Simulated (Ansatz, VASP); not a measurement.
**Two plane-wave programs on GeBi3**

INCAR

```
PREC = Accurate
ENCUT = 520
EDIFF = 1E-7
ISMEAR = -1
SIGMA = 0.05
LREAL = F
LASPH = T
NELM = 60
ALGO = Normal
ISIF = 2
LWAVE = F
LCHARG = T
GGA = PE
LELF = T
LVHAR = T
NBANDS = 38
```

KPOINTS

```
regular mesh
0
Gamma
  6 6 6
```

Contents of POSCAR:

```
GeBi3
1.0
    0.0000000000      3.8668210000      3.8668210000
    3.8668210000      0.0000000000      3.8668210000
    3.8668210000      3.8668210000      0.0000000000
Bi Ge
3 1
Direct
    0.5000000000      0.5000000000      0.5000000000
    0.7500000000      0.7500000000      0.7500000000
    0.2500000000      0.2500000000      0.2500000000
    0.0000000000      0.0000000000      0.0000000000
```

The input input.yaml:

```yaml
crystal:
  lattice:
    - [0.0, 3.866821, 3.866821]
    - [3.866821, 0.0, 3.866821]
    - [3.866821, 3.866821, 0.0]
  atoms:
    - { symbol: Bi, position: [0.5, 0.5, 0.5] }
    - { symbol: Bi, position: [0.75, 0.75, 0.75] }
    - { symbol: Bi, position: [0.25, 0.25, 0.25] }
    - { symbol: Ge, position: [0.0, 0.0, 0.0] }
hamiltonian:
  xc: pbe
  pseudopotentials: { kind: paw }
kpoints:
  mp_grid: { grid: [6, 6, 6] }
scf:
  occupations: { method: fermi_dirac, width: 0.05 }
output:
  forces: true
  stress: true
  eigenvalues: true
```

The cell comes from a database or a generator and needn't be the stable form of this composition.

Alike in both runs: task single point; functional PBE; k mesh 6 × 6 × 6; occupations fermi-dirac, width 0.05 eV; no spin polarisation.

|  | VASP | Ansatz |
| --- | --- | --- |
| version | VASP 6.6.1 | Ansatz 0.2.0 |
| potentials or method | VASP PAW PBE potentials, release 64 (Bi_d, Ge_d) | Ansatz PAW |
| plane-wave cutoff (eV) | 520 | 420 |
| valence electrons in the cell | 59 | 59 |

```tsv
	VASP	Ansatz	Ansatz less VASP
gap on the k mesh at the Fermi level (eV)	none	none	-
pressure (GPa)	1.0	1.1	+0.06
```

A gap of «none» marks a metal or a gap that the smearing closes. With one functional, cell and mesh, what is left measures potentials, basis and numerics.

Caveats: spin-orbit coupling is left out, which moves the levels of the heavy elements.
